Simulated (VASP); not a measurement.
Data:

```yaml
crystal:
  lattice:
    - [4.07903, 0.00000, 0.00000]
    - [0.00000, 4.07903, 0.00000]
    - [0.00000, 0.00000, 4.07903]
  atoms:
    - { symbol: K, position: [0.00000, 0.00000, 0.00000] }
    - { symbol: Ta, position: [0.50000, 0.50000, 0.50000] }
    - { symbol: O, position: [0.50000, 0.00000, 0.50000] }
    - { symbol: O, position: [0.00000, 0.50000, 0.50000] }
    - { symbol: O, position: [0.50000, 0.50000, 0.00000] }
```

Level of theory: vdW-DF2, VASP's PBE PAW potentials (set 64) (plane waves; VASP). Run with 520 eV cut-off, 5×5×5 Γ-centred mesh, Gaussian smearing of 0.050 eV, potentials K_sv Ta_pv O.

What does the run give for the energy per atom (σ→0)?

```yaml
energy per atom (σ→0): -6.257 eV/atom
```

The compound is KTaO3 in the cubic perovskite structure. It was relaxed first, which changed the volume by +7 %. The start is the result of an earlier pass.
